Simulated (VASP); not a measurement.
Consider the following.

```yaml
crystal:
  lattice:
    - [-0.00823, 3.93341, 3.99838]
    - [3.93341, -0.00823, 3.99838]
    - [1.96259, 1.96259, 0.00000]
  atoms:
    - { symbol: Pt, position: [0.00000, 0.00000, 0.00000] }
    - { symbol: Pt, position: [0.00000, 0.50000, 0.00000] }
    - { symbol: Pt, position: [0.50000, 0.00000, 0.00000] }
    - { symbol: Au, position: [0.50000, 0.50000, 0.00000] }
```

Method: PBEsol GGA, VASP's PBE PAW potentials (set 64) (plane waves; VASP). Run with 400 eV cut-off, Gaussian smearing of 0.050 eV, potentials Pt Au.

Problem. Give the energies of bands 10 to 23 at the high-symmetry points, in eV from the Fermi level.

Solution. 
| band | Γ | Y | C0 | Z | A0 | T | S | R |
|---|---|---|---|---|---|---|---|---|
| 10 | -3.87 | -3.97 | -3.88 | -4.27 | -3.36 | -3.69 | -3.77 | -3.34 |
| 11 | -3.63 | -3.31 | -3.50 | -4.23 | -2.27 | -1.06 | -3.56 | -3.29 |
| 12 | -3.49 | -3.24 | -3.42 | -3.94 | -2.04 | -0.55 | -3.40 | -3.25 |
| 13 | -1.92 | -3.08 | -3.26 | -2.97 | -1.57 | -0.53 | -3.31 | -2.94 |
| 14 | -1.81 | -2.83 | -3.20 | -2.43 | -0.99 | -0.42 | -3.09 | -2.22 |
| 15 | -0.57 | -2.50 | -2.28 | -2.28 | -0.89 | -0.33 | -3.05 | -2.02 |
| 16 | -0.46 | -2.23 | -2.22 | -2.15 | -0.28 | -0.27 | -1.91 | -1.98 |
| 17 | -0.45 | -1.81 | -1.93 | -1.76 | -0.23 | -0.10 | -1.91 | -0.92 |
| 18 | -0.35 | -1.79 | -1.61 | -1.40 | -0.11 | 0.14 | -1.48 | -0.05 |
| 19 | -0.26 | -1.76 | -1.36 | -0.37 | -0.11 | 0.27 | -1.27 | 0.24 |
| 20 | -0.08 | -1.40 | -0.91 | 0.74 | 0.18 | 0.34 | -1.20 | 0.31 |
| 21 | 0.12 | -1.21 | -0.84 | 1.45 | 1.77 | 0.37 | -0.32 | 2.35 |
| 22 | 0.41 | -0.56 | -0.49 | 2.07 | 1.84 | 0.74 | 0.24 | 2.87 |
| 23 | 0.41 | 1.25 | -0.13 | 6.54 | 1.89 | 1.81 | 2.46 | 2.98 |

It has no gap at this level: it comes out as a metal or semimetal.

The structure was generated: AuPt3 was put into an ordered model structure (Cmmm), which need not be its known phase. It was relaxed first. The electron count is odd and the run is not spin-polarised, which forces a metal.
